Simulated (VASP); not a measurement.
# SnCl (P6_3mc) in VASP: a series of runs

The runs below take SnCl through single point, with PBE.

Program: VASP 6.6.1. These are calculated values, not measurements. Logs are shortened: lines on timing, memory, paths and dates and some standing lists are left out, and cuts for length are marked.

### 1 The structure

The structure is hexagonal, space group P6_3mc (No. 186). The conventional cell has a = 3.498 Å, b = 3.498 Å, c = 10.062 Å, α = 90.00°, β = 90.00°, γ = 120.00°. Sn (site symmetry 3m) has 1 Cl at 2.68 Å as nearest neighbours. Cl (site symmetry 3m) is surrounded by 1 Sn at 2.68 Å.

The cell comes from a database or a generator and needn't be the stable form of this composition.

### 2 Single point, PBE

INCAR

```
SYSTEM = SnCl
ALGO     = Normal         ! electronic algorithm
EDIFF    = 1E-6           ! SCF threshold, eV
ENCUT    = 450            ! plane-wave cutoff, eV
GGA      = PE             ! functional
ISIF     = 2              ! what is computed and relaxed
ISMEAR   = 0              ! smearing method
LASPH    = .True.         ! aspherical terms in the spheres
LCHARG   = .False.        ! write CHGCAR
LREAL    = .False.        ! projectors in reciprocal space
LWAVE    = .False.        ! write WAVECAR
NBANDS   = 29             ! bands
NELM     = 80             ! most SCF steps
PREC     = Accurate       ! precision mode
SIGMA    = 0.02           ! smearing width, eV
```

KPOINTS

```
k-points
0
Gamma
  5 5 2
  0 0 0
```

POSCAR

```
SnCl
1.0
    3.4975457026      0.0000000000      0.0000000000
   -1.7487728513      3.0289634293      0.0000000000
    0.0000000000      0.0000000000     10.0622090000
Sn Cl
2 2
Direct
    0.6666666667      0.3333333333      0.8205100000
    0.3333333333      0.6666666667      0.3205100000
    0.6666666667      0.3333333333      0.5544910000
    0.3333333333      0.6666666667      0.0544910000
```

Potentials or basis: VASP PAW PBE potentials, release 64 (Sn_d_GW, Cl_GW).

Started as:

```sh
$ cat potpaw_PBE.64/Sn_d_GW/POTCAR potpaw_PBE.64/Cl_GW/POTCAR > POTCAR
$ mpirun -np 1 vasp_std > vasp.out
```

OUTCAR:

```text
SYSTEM = SnCl
   EDIFF = 1E-6
   ENCUT = 450
   GGA = PE
   ISIF = 2
   ISMEAR = 0
   LASPH = .True.
   LREAL = .False.
   NELM = 80
   PREC = Accurate

 ion  position               nearest neighbor table
   1  0.667  0.333  0.821-   3 2.68
   2  0.333  0.667  0.321-   4 2.68
   3  0.667  0.333  0.554-   1 2.68
   4  0.333  0.667  0.054-   2 2.68

  LATTYP: Found a hexagonal cell.
 ALAT       =     3.4975457026
 C/A-ratio  =     2.8769342435

  Lattice vectors:

 A1 = (   3.4975457026,   0.0000000000,   0.0000000000)
 A2 = (  -1.7487728513,   3.0289634293,   0.0000000000)
 A3 = (   0.0000000000,   0.0000000000,  10.0622090000)

Analysis of symmetry for initial positions (statically):
=====================================================================
 Subroutine PRICEL returns:
 Original cell was already a primitive cell.

 Routine SETGRP: Setting up the symmetry group for a
 hexagonal supercell.

 Subroutine GETGRP returns: Found 12 space group operations
 (whereof  6 operations were pure point group operations)
 out of a pool of 24 trial point group operations.

The static configuration has the point symmetry C_3v.
 The point group associated with its full space group is C_6v.

Analysis of symmetry for dynamics (positions and initial velocities):
=====================================================================
 Subroutine PRICEL returns:
 Original cell was already a primitive cell.

 Routine SETGRP: Setting up the symmetry group for a
 hexagonal supercell.

 Subroutine GETGRP returns: Found 12 space group operations
 (whereof  6 operations were pure point group operations)
 out of a pool of 24 trial point group operations.

The dynamic configuration has the point symmetry C_3v.
 The point group associated with its full space group is C_6v.

 Subroutine INISYM returns: Found 12 space group operations
 (whereof  6 operations are pure point group operations),
 and found     1 'primitive' translations

----------------------------------------------------------------------------------------

                                     Primitive cell

  volume of cell :     106.5984

  direct lattice vectors                    reciprocal lattice vectors
[... 72 lines left out ...]
   LSORBIT =      F    spin-orbit coupling
   LASPH  =      T    aspherical Exc in radial PAW
   ENCUT  =  450.0 eV  33.07 Ry    5.75 a.u.   6.05  6.05 17.40*2*pi/ulx,y,z
   NELM   =     80;   NELMIN=  2; NELMDL= -5     # of ELM steps
   EDIFF  = 0.1E-05   stopping-criterion for ELM
   LREAL  =      F    real-space projection
   EDIFFG = 0.1E-04   stopping-criterion for IOM
   NSW    =      0    number of steps for IOM
   IBRION =     -1    ionic relax: 0-MD 1-quasi-New 2-CG
   NFREE  =      0    steps in history (QN), initial steepest desc. (CG)
   ISIF   =      2    stress and relaxation
   ISYM   =      2    0-nonsym 1-usesym 2-fastsym
   POTIM  = 0.5000    time-step for ionic-motion
   TEBEG  =    0.0;   TEEND  =   0.0 temperature during run
   PSTRESS=    0.0 pullay stress
   NELECT =      42.0000    total number of electrons
   NUPDOWN=      -1.0000    fix difference up-down
   EMIN   =  10.00;   EMAX   =-10.00  energy-range for DOS
   EFERMI =   0.00;   METHOD = LEGACY
   ISMEAR =     0;   SIGMA  =   0.02  broadening in eV -4-tet -1-fermi 0-gaus
   EFERMI_NEDOS =   21; number of points for ismear=-14 and -15
   IALGO  =     38    algorithm
   IMIX   =      4    mixing-type and parameters
     AMIX     =   0.40;   BMIX     =  1.00
     AMIX_MAG =   1.60;   BMIX_MAG =  1.00
  volume/ion in A,a.u.               =      26.65       179.84
  Fermi-wavevector in a.u.,A,eV,Ry     =   1.200165  2.267983 19.597782  1.440396
  Thomas-Fermi vector in A             =   2.336008
   LORBIT       =      0    0 simple, 1 ext, 2 COOP (PROOUT), +10 PAW based schemes
   GGA     = PE    functional components
   LHFCALC =     F    Hartree Fock is set to
   AEXX    =    0.0000 exact exchange contribution
   IVDW    =     0    specifies the selected vdW correction
   LEPSILON=     F    determine dielectric tensor
   LRPA    =     F    only Hartree local field effects (RPA)
 non-spin polarized calculation
 Gauss-broadening in eV      SIGMA  =   0.02
  energy-cutoff  :      450.00
  volume of cell :      106.60
 maximum number of plane-waves:      2324
   NGX = 13   NGY = 13   NGZ = 35

 number of electron      42.0000030 magnetization

 Free energy of the ion-electron system (eV)
  ---------------------------------------------------
  ext. energy  EPLUGINS =         0.00000000
  ---------------------------------------------------
  free energy    TOTEN  =       -13.49752164 eV

  energy without entropy =      -13.49628754  energy(sigma->0) =      -13.49690459

 E-fermi :   3.8175     XC(G=0):  -9.4257

 val. band max:        2.9593949848   @ k =   0.4000   0.0000   0.5000
 cond. band min:       3.8235808048   @ k =   0.2000   0.2000   0.0000
 fundamental gap:      0.8641858200
 Fermi energy:         3.8174894009

 k-point     1 :       0.0000    0.0000    0.0000
  band No.  band energies     occupation
      1     -18.1357      2.00000
      2     -18.1283      2.00000
      3     -18.0703      2.00000
      4     -18.0703      2.00000
      5     -18.0703      2.00000
      6     -18.0703      2.00000
[... 309 lines left out ...]
     28      10.8698      0.00000
     29      11.9987      0.00000

------------------------ aborting loop because EDIFF is reached ----------------------------------------

  FORCE on cell =-STRESS in cart. coord.  units (eV):
  Direction    XX          YY          ZZ          XY          YZ          ZX
  --------------------------------------------------------------------------------------
  -------------------------------------------------------------------------------------
  Total       -0.4320902     -0.4320902     -0.0694377      0.0000000      0.0000000      0.0000000
  in kB       -6.4943285     -6.4943285     -1.0436505      0.0000000      0.0000000      0.0000000
  external PRESSURE =      -4.6774359 kB  Pullay stress =       0.0000000 kB

 VOLUME and BASIS-vectors are now :
 -----------------------------------------------------------------------------
  energy-cutoff  :      450.00
  volume of cell :      106.60
      direct lattice vectors                 reciprocal lattice vectors
     3.497545703  0.000000000  0.000000000     0.285914777  0.165072974  0.000000000
    -1.748772851  3.028963429  0.000000000     0.000000000  0.330145947  0.000000000
     0.000000000  0.000000000 10.062209000     0.000000000  0.000000000  0.099381756

 POSITION                                       TOTAL-FORCE (eV/Angst)
 -----------------------------------------------------------------------------------
      1.74877      1.00965      8.25614        -0.000000     -0.000000     -0.119770
     -0.00000      2.01931      3.22504         0.000000      0.000000     -0.119770
      1.74877      1.00965      5.57940         0.000000      0.000000      0.119770
     -0.00000      2.01931      0.54830        -0.000000      0.000000      0.119770
 -----------------------------------------------------------------------------------
    total drift:                                0.000000      0.000001     -0.001929

  FREE ENERGIE OF THE ION-ELECTRON SYSTEM (eV)
  ---------------------------------------------------
  free  energy   TOTEN  =       -13.4975216380 eV

  energy  without entropy=      -13.4962875395  energy(sigma->0) =      -13.49690459
```

OSZICAR:

```text
N       E                     dE             d eps       ncg     rms          rms(c)
DAV:   1     0.373687511641E+03    0.37369E+03   -0.14716E+04   854   0.806E+03
DAV:   2     0.444457200579E+02   -0.32924E+03   -0.31719E+03  1152   0.137E+03
DAV:   3    -0.117306860481E+02   -0.56176E+02   -0.55235E+02  1160   0.274E+02
DAV:   4    -0.140824755417E+02   -0.23518E+01   -0.23420E+01  1000   0.422E+01
DAV:   5    -0.141868178086E+02   -0.10434E+00   -0.10426E+00  1056   0.137E+01    0.403E+00
DAV:   6    -0.135481197584E+02    0.63870E+00   -0.11940E+00  1088   0.225E+01    0.221E+00
DAV:   7    -0.134995754008E+02    0.48544E-01   -0.39585E-01  1104   0.691E+00    0.134E+00
DAV:   8    -0.135024307705E+02   -0.28554E-02   -0.95347E-02   936   0.570E+00    0.349E-01
DAV:   9    -0.134974520203E+02    0.49788E-02   -0.26486E-02  1000   0.350E+00    0.858E-02
DAV:  10    -0.134974879225E+02   -0.35902E-04   -0.20199E-03  1048   0.469E-01    0.568E-02
DAV:  11    -0.134975187420E+02   -0.30820E-04   -0.22672E-04   880   0.192E-01    0.886E-03
DAV:  12    -0.134975212040E+02   -0.24620E-05   -0.26765E-05   920   0.461E-02    0.309E-03
DAV:  13    -0.134975216380E+02   -0.43402E-06   -0.13482E-06   528   0.265E-02
   1 F= -.13497522E+02 E0= -.13496905E+02  d E =-.123410E-02
```

It took 19 s on 1 thread of Intel Xeon 6975P-C (Granite Rapids), shared host; peak memory 0.2 GiB.

Results:

* Free energy: -13.4975 eV
* Pressure: -0.5 GPa
* Largest force: 0.120 eV/Å
* Band gap on the k mesh: none (metal or under the smearing width)

Forces in eV/Å, atoms in the order of the input:
```
Sn   0.000  0.000 -0.120
Sn   0.000  0.000 -0.120
Cl   0.000  0.000  0.120
Cl   0.000  0.000  0.120
```

Levels at points of the mesh, in eV from the Fermi level:
```tsv
k point	band 16	band 17	band 18	band 19	band 20	band 21	band 22	band 23	band 24	band 25
(0.00, 0.00, 0.00)	-2.07	-1.93	-1.93	-1.87	-1.87	0.52	3.82	5.67	5.67	6.14
(0.00, 0.00, 0.50)	-3.98	-1.90	-1.90	-1.90	-1.90	2.42	2.42	5.89	5.89	5.89
```

Caveat: the k mesh is coarse (spacing up to 0.41 Å⁻¹), so the values aren't converged.

### 3 Single point, PBE

INCAR

```
SYSTEM = SnCl
ALGO = Normal
EDIFF = 1E-7
ENCUT = 450
GGA = PE
ISIF = 2
ISMEAR = 0
LASPH = .TRUE.
LCHARG = .FALSE.
LREAL = .FALSE.
LWAVE = .FALSE.
NELM = 100
PREC = Accurate
SIGMA = 0.02
```

KPOINTS

```
k-points
0
G
  4 4 1
  0 0 0
```

POSCAR is that of step 2.

Potentials or basis: VASP PAW PBE potentials, release 64 (Sn_d_GW, Cl_GW).

Started as:

```sh
$ cat potpaw_PBE.64/Sn_d_GW/POTCAR potpaw_PBE.64/Cl_GW/POTCAR > POTCAR
$ mpirun -np 1 vasp_std > vasp.out
```

Wall time 10 s (1 thread of Intel Xeon 6975P-C (Granite Rapids), shared host); peak memory 0.19 GiB.

The run converged. Its results:

```yaml
Free_energy: -13.1458 eV
Pressure: 0.7 GPa
Largest_force: 0.021 eV/Å
Band_gap_on_the_k_mesh: none (metal or under the smearing width)
```

Forces on the atoms (eV/Å):
```
Sn   0.000  0.000 -0.021
Sn   0.000  0.000 -0.021
Cl   0.000  0.000  0.021
Cl   0.000  0.000  0.021
```

Stress tensor (GPa, compression positive):
```
 1.51  0.00  0.00
 0.00  1.51  0.00
 0.00  0.00 -0.95
```

Levels at points of the mesh, in eV from the Fermi level:
```tsv
k point	band 19	band 20	band 21	band 22	band 23	band 24
(0.00, 0.00, 0.00)	-1.12	-1.12	1.20	4.52	6.32	6.32
(0.50, 0.00, 0.00)	-1.69	-1.69	-1.59	-0.73	3.72	3.78
```

Caveat: the k mesh is coarse (spacing up to 0.62 Å⁻¹), so the values aren't converged.

### 4 The reference run

An earlier run on the cell as given: functional PBE; potentials or basis VASP PAW PBE potentials, release 64 (Sn_d, Cl); cutoff 520 eV; k mesh 9 × 9 × 3; occupations fermi-dirac, width 0.05 eV; no spin polarisation.

- Pressure: -0.3 GPa
- Largest force: 0.103 eV/Å
- Band gap on the k mesh: none (metal or under the smearing width)

### 5 Overview

```csv
potentials or basis,k mesh,cutoff (eV),smearing,mesh quality,gap on the mesh (eV),pressure (GPa),largest force (eV/Å)
"VASP PAW PBE potentials, release 64 (Sn_d_GW, Cl_GW)",5 × 5 × 2,450,gaussian 0.02 eV,coarse,none,-0.5,0.12
"VASP PAW PBE potentials, release 64 (Sn_d_GW, Cl_GW)",4 × 4 × 1,450,gaussian 0.02 eV,coarse,none,0.7,0.02
"VASP PAW PBE potentials, release 64 (Sn_d, Cl)",9 × 9 × 3,520,fermi-dirac 0.05 eV,not flagged,none,-0.3,0.10
```

Alike in all rows: task single point; level PBE; no spin polarisation; cell as given.

Caveats: some runs use coarse meshes.

Total energies depend on the potentials used, so only differences within one code and one set of settings carry meaning.
